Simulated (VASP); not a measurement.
Energy against volume of LiCl (rock salt). Calculation: PW91 GGA, VASP's PBE PAW potentials (set 64) (plane waves; VASP 6.6.1).

```
V (Å³/atom)  E (eV/atom)
-----------  -----------
15.956          -3.71362
16.465          -3.71931
16.975          -3.72135
17.484          -3.72030
17.993          -3.71654
```

### Question
Fit a third-order Birch-Murnaghan equation of state.

### Answer

| Quantity | Value |
|---|---|
| volume per atom | 17.04 Å³/atom |
| bulk modulus | 32.1 GPa |
| pressure derivative of the bulk modulus | 4.08 |
| lattice constant a | 5.147 Å |

The compound is LiCl in the rock salt structure. It was relaxed first.
